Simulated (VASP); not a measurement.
Method: PBEsol GGA, VASP's PBE PAW potentials (set 64) (plane waves; VASP).

The input files of a VASP run:

**KPOINTS**
```
k-points along high-symmetry lines
15
Line-mode
Reciprocal
  0.000000   0.000000   0.000000 ! GAMMA
  0.500000   0.000000   0.500000 ! X

  0.500000   0.000000   0.500000 ! X
  0.625000   0.250000   0.625000 ! U

  0.375000   0.375000   0.750000 ! K
  0.000000   0.000000   0.000000 ! GAMMA

  0.000000   0.000000   0.000000 ! GAMMA
  0.500000   0.500000   0.500000 ! L

  0.500000   0.500000   0.500000 ! L
  0.500000   0.250000   0.750000 ! W

  0.500000   0.250000   0.750000 ! W
  0.500000   0.000000   0.500000 ! X
```

POSCAR:
```
KF
5.311570
  0.0000000000   0.4999999555   0.4999999555
  0.4999999555   0.0000000000   0.4999999555
  0.4999999555   0.4999999555   0.0000000000
K F
1 1
Cart
  0.0000000000   0.0000000000   0.0000000000
  0.4999999555   0.4999999555   0.4999999555
```

### INCAR
```
SYSTEM = KF
PREC = Accurate
ENCUT = 520
EDIFF = 1E-7
NELM = 100
ALGO = Normal
LREAL = .FALSE.
LASPH = .TRUE.
ISMEAR = 0
SIGMA = 0.05
GGA = PS
LWAVE = .FALSE.
LCHARG = .FALSE.
LORBIT = 11
ICHARG = 11
```

POTCAR, in this order: K_sv F (PBE.64 set). Program: vasp_std. Read from the step before: CHGCAR.

The resulting files:

OSZICAR:
```
       N       E                     dE             d eps       ncg     rms          rms(c)
DAV:   1     0.113311950314E+03    0.11331E+03   -0.84669E+03  2160   0.129E+03
DAV:   2    -0.259713463507E+01   -0.11591E+03   -0.10553E+03  2624   0.325E+02
DAV:   3    -0.790492738588E+01   -0.53078E+01   -0.52725E+01  2756   0.648E+01
DAV:   4    -0.807922254027E+01   -0.17430E+00   -0.17419E+00  3420   0.105E+01
DAV:   5    -0.808069577949E+01   -0.14732E-02   -0.14731E-02  2724   0.104E+00
DAV:   6    -0.808073028210E+01   -0.34503E-04   -0.34502E-04  3304   0.922E-02
DAV:   7    -0.808073041490E+01   -0.13280E-06   -0.13279E-06  2752   0.102E-02
DAV:   8    -0.808073041617E+01   -0.12665E-08   -0.12879E-08  1976   0.820E-04
   1 F= -.80807304E+01 E0= -.80807304E+01  d E =-.595111E-20
```

OUTCAR:
```
 val. band max:       -2.8605793073   @ k =   0.0000   0.0000   0.0000

 cond. band min:       3.2599479643   @ k =   0.0000   0.0000   0.0000



 k-point     1 :       0.0000    0.0000    0.0000
  band No.  band energies     occupation
      1     -28.7751      2.00000
      2     -21.3984      2.00000
      3     -12.0727      2.00000
      4     -12.0727      2.00000
      5     -12.0727      2.00000
      6      -2.8606      2.00000
      7      -2.8606      2.00000
      8      -2.8606      2.00000
      9       3.2599      0.00000
     10       7.8220      0.00000
     11       7.8220      0.00000
     12       7.8220      0.00000

 k-point     2 :       0.0357    0.0000    0.0357
  band No.  band energies     occupation
      1     -28.7733      2.00000
      2     -21.4000      2.00000
      3     -12.0756      2.00000
      4     -12.0756      2.00000
      5     -12.0733      2.00000
      6      -2.8873      2.00000
      7      -2.8623      2.00000
      8      -2.8623      2.00000
      9       3.3102      0.00000
     10       7.7660      0.00000
     11       7.8572      0.00000
     12       7.8572      0.00000

 k-point     3 :       0.0714    0.0000    0.0714
  band No.  band energies     occupation
      1     -28.7682      2.00000
      2     -21.4049      2.00000
      3     -12.0841      2.00000
      4     -12.0841      2.00000
      5     -12.0762      2.00000
      6      -2.9608      2.00000
      7      -2.8674      2.00000
      8      -2.8674      2.00000
      9       3.4558      0.00000
     10       7.6092      0.00000
     11       7.9617      0.00000
     12       7.9617      0.00000

 k-point     4 :       0.1071    0.0000    0.1071
  band No.  band energies     occupation
      1     -28.7599      2.00000
      2     -21.4119      2.00000
      3     -12.0978      2.00000
      4     -12.0978      2.00000
      5     -12.0843      2.00000
      6      -3.0639      2.00000
      7      -2.8749      2.00000
...
```

The density is held fixed in this step, so its total energy and stress have no physical meaning.

The compound is KF in the rock salt structure. It was relaxed first.
